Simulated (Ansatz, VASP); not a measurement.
## Cross-check of Cu (Copper) between VASP and Ansatz

Wanted: the spread between two codes on one cell, functional and k mesh. The cell is taken from a series of runs on this material, whose earlier steps may have relaxed, scaled, displaced or heated it; both programs get it as it stands.

Calculated with Ansatz 0.2.0; plane waves, with VASP 6.6.1 beside it; elastic constants at LDA.

## Step 1: The structure

It takes space group Fm-3m (No. 225, cubic). Conventional cell: a = 3.615 Å, b = 3.615 Å, c = 3.615 Å, α = 90.00°, β = 90.00°, γ = 90.00°. Nearest to Cu lie 12 Cu at 2.56 Å.

## Step 2: Ansatz: elastic constants, LDA

Ansatz runs on its default PAW (the set named soft_2) files.

Elastic constants are differences of stresses under small strains, so they test the stress and the mesh.

Contents of input.yaml:

```yaml
crystal:
  lattice:
    - [0.0, 1.8075, 1.8075]
    - [1.8075, 0.0, 1.8075]
    - [1.8075, 1.8075, 0.0]
  atoms:
    - { symbol: Cu, position: [0.0, 0.0, 0.0] }
kpoints:
  mp_grid: { grid: [10, 10, 10] }
hamiltonian:
  xc: lda
scf:
  occupations: { method: fermi_dirac, width: 0.15 }
output:
  forces: true
  stress: true
  eigenvalues: true
basis:
  ecutwfc: 260.0
elastic:
  mode: relaxed_ion
  amplitude: 0.01
```

Launch:

```sh
$ ansatz run input.yaml --threads 4 --pin off --max-ram 14336MiB --backend cpu --events-out ev --progress --plain --runs-dir out
```

Numbers of over 12 decimals in the logs are rounded to 6 here.

Output:

```text
Warning: basis.ecutwfc = 260 eV is below the records' recommended 420 eV, and the density's cutoff is lower with it unless basis.ecutrho_ratio is high enough to keep the records' density cutoff: compare with a run at a higher cutoff
Engine: ansatz 0.2.0, x86_64-unknown-linux-gnu
Pseudopotentials: kind: paw
Pseudopotential: Cu, paw, valence charge 19, recommended cutoff 420 eV (normal), Cu.paw.azcp
Functional definition: SPW92
  exchange = slater_x
  correlation = pw_c
Crystal: 1 atoms, lattice volume = 11.810 Å³
Basis set: ecut = 260 eV, 113 PW (Γ)
Bands: 14, of which v1, the nominal top of the filled ones, is band 10 counted from 1 (9 counted from 0)
Symmetry: 48 space group operations
Space group: Fm-3m (ITA 225), of the structure as read, at distance tolerance 2.3e-5 Å
k-points: 47 of 1000
Non-local potential: Cu, projectors of the file, l = 0: 3, l = 1: 2, l = 2: 3, l = 3: 1
PAW form: soft (Blöchl's): semilocal exchange-correlation on the pseudo side does not see the compensation charge
PAW frozen core: Cu, regenerated for the run's functional, and the local potential with it (the file was generated under x = pbe(κ = 0.804, μ = 0.219515), c = pbe(β = 0.066725))
PAW one-centre angular grid: Cu, 590 points (default); XC on 64 Gauss nodes
Initial density: superposition of atomic densities (neutral atoms: chi_scale 0, normalization atom), corrected by the library's trained network
Initial wavefunctions: pseudopotential atomic-orbital guess
Functional: x = slater, c = lda
SCF iter   1: F=—  HF=-6554.133493 eV  |F-HF|=—  |Δ(HF+E_count)|=         —  Δρ=5.66e-2  dr2=1.48e-1  ethr=1.77e-3  ⟨swp⟩=3.7  Hψ=2905  notcnv=0
preconditioner: auto → none  [metal: Δε(μ)=0.278 eV  Ē_g=17.005 eV  σ=0.150 eV  W_gap=0.43  n_scr=0 (ndim 8)  ℏωp=35.8 eV  f_vac=0.000  D(μ)=0.47/eV (n_scr^D=0)]
SCF iter   2: F=—  HF=-6553.900225 eV  |F-HF|=—  |Δ(HF+E_count)|=   2.33e-1  Δρ=2.41e-2  dr2=4.42e-2  ethr=7.79e-4  ⟨swp⟩=2.0  Hψ=1646  notcnv=0  defer=3
SCF iter   3: F=—  HF=-6553.881151 eV  |F-HF|=—  |Δ(HF+E_count)|=   1.91e-2  Δρ=3.58e-3  dr2=8.64e-4  ethr=2.33e-4  ⟨swp⟩=1.0  Hψ=775  notcnv=0  defer=3
SCF iter   4: F=—  HF=-6553.879739 eV  |F-HF|=—  |Δ(HF+E_count)|=   1.41e-3  Δρ=3.14e-4  dr2=8.12e-6  ethr=4.55e-6  ⟨swp⟩=2.0  Hψ=1105  notcnv=0  defer=3
SCF iter   5: F=—  HF=-6553.879745 eV  |F-HF|=—  |Δ(HF+E_count)|=   6.00e-6  Δρ=1.53e-5  dr2=1.03e-8  ethr=4.27e-8  ⟨swp⟩=1.0  Hψ=660  notcnv=0  defer=3
SCF iter   6: F=—  HF=-6553.879745 eV  |F-HF|=—  |Δ(HF+E_count)|=   5.78e-7  Δρ=1.01e-6  dr2=6.49e-11  ethr=5.44e-11  ⟨swp⟩=2.1  Hψ=848  notcnv=0  defer=3
SCF iter   7: F=—  HF=-6553.879745 eV  |F-HF|=—  |Δ(HF+E_count)|=  2.27e-11  Δρ=4.95e-8  dr2=2.25e-13  ethr=3.42e-13 (applied; sched 1.00e-12)  ⟨swp⟩=1.5  Hψ=708  notcnv=0  defer=3
SCF iter   8: F=-6553.879745 eV  HF=-6553.879745 eV  |F-HF|=0.00e0  |Δ(HF+E_count)|=  9.09e-13  Δρ=5.77e-9  dr2=3.41e-15  ethr=1.00e-12  ⟨swp⟩=3.7  Hψ=1817  notcnv=0
SCF 1 converged in 8 iterations: F = -6553.879745 eV  dr2 = 3.41e-15
  greatest PAW one-centre occupation: 1.002 electrons in one spin orbital (limit 2), on the Cu atom at site 0 (counted from 0), in its partial waves of l = 1
Crystal: 1 atoms, lattice volume = 11.574 Å³
Symmetry: 16 space group operations
k-points: 102 of 1000
Initial density: handed on by an earlier stage of this run
Initial wavefunctions: those handed on with the density
iter 1 solved again at ethr=1.36e-5 eV; its pass at ethr=3.10e-3 eV (dr2=2.59e-3 eV) is discarded
SCF iter   1: F=—  HF=-6553.914659 eV  |F-HF|=—  |Δ(HF+E_count)|=         —  Δρ=5.78e-3  dr2=2.43e-3  ethr=1.36e-5  ⟨swp⟩=1.1  Hψ=8857  notcnv=0
preconditioner: auto → none  [metal: Δε(μ)=0.104 eV  Ē_g=17.634 eV  σ=0.150 eV  W_gap=0.17  n_scr=0 (ndim 8)  ℏωp=36.2 eV  f_vac=0.000  D(μ)=0.43/eV (n_scr^D=0)]
[...]
SCF 2 converged in 7 iterations: F = -6553.914086 eV  dr2 = 1.31e-15
Crystal: 1 atoms, lattice volume = 12.047 Å³
[...]
SCF 7 converged in 6 iterations: F = -6553.923073 eV  dr2 = 8.08e-14
[...]
preconditioner: auto → none  [metal: Δε(μ)=0.058 eV  Ē_g=17.392 eV  σ=0.150 eV  W_gap=0.10  n_scr=0 (ndim 8)  ℏωp=35.8 eV  f_vac=0.000  D(μ)=0.43/eV (n_scr^D=0)]
[...]
SCF iter   3: F=—  HF=-6553.914929 eV  |F-HF|=—  |Δ(HF+E_count)|=   1.28e-6  Δρ=4.74e-5  dr2=1.67e-7  ethr=1.00e-12  ⟨swp⟩=3.0  Hψ=5343  notcnv=0
SCF iter   4: F=—  HF=-6553.914929 eV  |F-HF|=—  |Δ(HF+E_count)|=   1.10e-7  Δρ=2.09e-6  dr2=2.92e-10  ethr=1.00e-12  ⟨swp⟩=3.5  Hψ=5318  notcnv=0
SCF iter   5: F=—  HF=-6553.914929 eV  |F-HF|=—  |Δ(HF+E_count)|=  2.00e-11  Δρ=5.16e-8  dr2=1.71e-13  ethr=1.00e-12  ⟨swp⟩=1.1  Hψ=2430  notcnv=0
SCF iter   6: F=-6553.914929 eV  HF=-6553.914929 eV  |F-HF|=1.82e-12  |Δ(HF+E_count)|=    0.00e0  Δρ=7.32e-9  dr2=4.22e-15  ethr=1.00e-12  ⟨swp⟩=3.3  Hψ=6427  notcnv=0
SCF 8 converged in 6 iterations: F = -6553.914929 eV  dr2 = 4.22e-15
SCF iter   1: F=—  HF=-6553.914944 eV  |F-HF|=—  |Δ(HF+E_count)|=         —  Δρ=4.33e-4  dr2=8.03e-6  ethr=1.00e-12  ⟨swp⟩=9.1  Hψ=19204  notcnv=0  defer=1
SCF iter   2: F=—  HF=-6553.914930 eV  |F-HF|=—  |Δ(HF+E_count)|=   1.41e-5  Δρ=2.40e-4  dr2=4.41e-6  ethr=1.00e-12  ⟨swp⟩=4.2  Hψ=7899  notcnv=0  defer=1
SCF iter   3: F=—  HF=-6553.914929 eV  |F-HF|=—  |Δ(HF+E_count)|=   1.28e-6  Δρ=4.74e-5  dr2=1.67e-7  ethr=1.00e-12  ⟨swp⟩=3.0  Hψ=5343  notcnv=0  defer=1
SCF iter   4: F=—  HF=-6553.914929 eV  |F-HF|=—  |Δ(HF+E_count)|=   1.10e-7  Δρ=2.09e-6  dr2=2.92e-10  ethr=1.00e-12  ⟨swp⟩=3.5  Hψ=5318  notcnv=0  defer=1
SCF iter   5: F=—  HF=-6553.914929 eV  |F-HF|=—  |Δ(HF+E_count)|=  2.18e-11  Δρ=5.16e-8  dr2=1.71e-13  ethr=1.00e-12  ⟨swp⟩=1.1  Hψ=2430  notcnv=0  defer=1
SCF iter   6: F=-6553.914929 eV  HF=-6553.914929 eV  |F-HF|=9.09e-13  |Δ(HF+E_count)|=  9.09e-13  Δρ=7.32e-9  dr2=4.22e-15  ethr=1.00e-12  ⟨swp⟩=3.3  Hψ=6427  notcnv=0
SCF 9 converged in 6 iterations: F = -6553.914929 eV  dr2 = 4.22e-15
WARN: the elastic stencil's two pairs of strained cells disagree: C11 (strain 11) reads 244.43 GPa from the cells at ±δ and 144.09 from those at ±2δ, which the stencil makes 277.88; C44 (strain 23) reads 99.49 GPa from the cells at ±δ and 62.90 from those at ±2δ, which the stencil makes 111.69; the limit is 2 % of the column's largest entry (no column's own pairs agree, so each is held to its own). A stress that is smooth and near linear over the cells gives both pairs one slope, so the constants of these columns, the constants that the crystal's symmetry builds from them and the moduli and the stability verdict built on them are in doubt. [rest of the remark cut]
SCF converged after 8 iterations
Free energy (F): -6553.879745 eV
Harris-Foulkes:  -6553.879745 eV  (|F-HF|=0.00e0)
Internal energy: -6553.849529 eV  (E = F + TS)
E sigma→0 (E₀):  -6553.864637 eV
Entropy (-TS):   -0.030216 eV (-30.216 meV/atom)
Fermi energy:    15.974311 eV
--- Per-component energies (eV) ---
  E_band       = -374.835038
  E_kinetic    = 302.668301
  E_local      = -4079.524212  (includes V_loc(G=0)·N_el)
  E_nonlocal   = 430.758787
  E_hartree    = 1803.214051
  E_xc         = -88.145364
  E_vxc        = -114.312375  (∫ρ·V_xc dr)
  E_paw        = -1626.802870  (= ΣΔE_a)
  E_vpaw       = -520.839451  (= ΣTr[D̂ρ^β])
  E_aug_tail   = -0.014184  (compensation charges beyond the density's cutoff)
  E_ewald      = -3296.453696
  E_core_change = 0.449660  (= ΣΔE_core)
  E_smearing   = -0.030216  (= −TS)
  E_closure    = -0.000000  (closes the sum)
  Σ components = -6553.879745   (vs F -6553.879745, Δ=0.00e0)
--- Forces (eV/Å), atoms counted from 1 ---
  atom   1  Cu    -0.00000000     0.00000000     0.00000000
  max |Σ_I F_I| component: 4.11e-32 eV/Å
--- Stress (GPa, compression-positive) ---
       -4.986857      -0.000000      -0.000000
        0.000000      -4.986857       0.000000
        0.000000       0.000000      -4.986857
  P = ⅓ Tr σ = -4.9869 GPa (-49.869 kbar)
--- Band table (eV; the first three rows and the last of 47) ---
  k-point 0: bands = [... 6 lower, 12.8054, 12.8054, 13.6042, 13.6042, 38.9736, 41.3533, 41.3533, 41.3533]
  k-point 1: bands = [... 6 lower, 12.8697, 12.8697, 13.5710, 13.5710, 36.2957, 39.6196, 40.5256, 40.5256]
  k-point 2: bands = [... 6 lower, 12.9115, 12.9115, 13.5642, 13.5642, 31.1069, 39.1666, 39.3276, 39.3276]
  k-point 46: bands = [... 6 lower, 12.7580, 13.6514, 14.3754, 20.9851, 23.7912, 24.0723, 25.5121, 41.8785]
--- Elastic constants: 2 strain directions × 4 members + reference (group order 48) ---
  dense FFT box of the reference and of every strained cell: 15×15×15
  strains applied: 11, 23; error gains: componentwise 1.00 (the most a stress slope's error grows in a printed constant), spectral 1.73 (1 for all six strains in a standard setting)
  C = ∂σ_k/∂η_j (tension-positive GPa; Voigt order 11 22 33 23 13 12):
       277.880    214.545    214.545      0.000      0.000     -0.000
       214.545    277.880    214.545      0.000      0.000     -0.000
       214.545    214.545    277.880      0.000      0.000      0.000
         0.000     -0.000     -0.000    111.690      0.000     -0.000
         0.000     -0.000     -0.000     -0.000    111.690      0.000
         0.000     -0.000      0.000     -0.000     -0.000    111.690
  reference stress σ⁰ (GPa):      4.987      4.987      4.987     -0.000      0.000      0.000
  C* (energy form; C + prestress term) asymmetry max|C*_kj − C*_jk| = 1.421e-13 GPa — a small one proves nothing (zero by symmetry where the batch's group is 432, −43m or m−3m); a large one is finite-difference/SCF noise where every solve meets its electron count
  moduli (Voigt/Reuss/Hill, GPa): K = 235.66/235.66/235.66   G = 79.68/55.55/67.61   E = 185.13   ν = 0.369
  mechanically stable: yes (min eigenvalue of sym C = 63.33 GPa)
  strain η (Voigt 11):  stress-route row diagonal C_11 = 277.88 GPa, energy-path curvature d²(F+E_count+ΔE)/dδ²/Ω₀ = 978.01 GPa
    cells at ±δ against ±2δ: C11 244.43 and 144.09 GPa, apart by 36.11 % of the column's largest entry
         δ    σ_11 (GPa)             F (eV)   n_scf  n_hpsi   n_pw
    -2.000e-2       5.3558       -6553.9140859       7   24202    117   relax 0 steps, max|allowed force component| 0.00e0 eV/Å
    -1.000e-2       4.8722       -6553.9066734       5   27966    118   relax 0 steps, max|allowed force component| 0.00e0 eV/Å
     1.000e-2       9.7609       -6553.9201295       6   30951    122   relax 0 steps, max|allowed force component| 0.00e0 eV/Å
     2.000e-2      11.1195       -6553.8984866       7   23131    125   relax 0 steps, max|allowed force component| 0.00e0 eV/Å
  strain η (Voigt 23):  stress-route row diagonal C_44 = 111.69 GPa, energy-path curvature d²(F+E_count+ΔE)/dδ²/Ω₀ = 591.47 GPa
    cells at ±δ against ±2δ: C44 99.49 and 62.90 GPa, apart by 32.76 % of the column's largest entry
         δ    σ_23 (GPa)             F (eV)   n_scf  n_hpsi   n_pw
    -2.000e-2      -1.2579       -6553.9230732       6   37956    119   relax 0 steps, max|allowed force component| 0.00e0 eV/Å
    -1.000e-2      -0.9949       -6553.9149286       6   48339    119   relax 0 steps, max|allowed force component| 0.00e0 eV/Å
     1.000e-2       0.9949       -6553.9149286       6   48223    119   relax 0 steps, max|allowed force component| 0.00e0 eV/Å
     2.000e-2       1.2579       -6553.9230732       6   36694    119   relax 0 steps, max|allowed force component| 0.00e0 eV/Å
```

The column dr2 measures how far the density is from self-consistency, as an energy; F and HF (Harris–Foulkes) agree once it is small.

(Continued in part 2 of 2.)

[Lines on the potential files, build, host, timing and source positions are cut from VASP's logs without a mark.]

[Logs are printed without paths, hosts, clocks, repeated set-up lines and the standing remarks that a program may print on its own settings, such as how far it seeks lower states.]

[Hosts, paths, dates, database ids (printed as entryN), source tags and the programs' standing remarks are cut or masked in the printed files.]
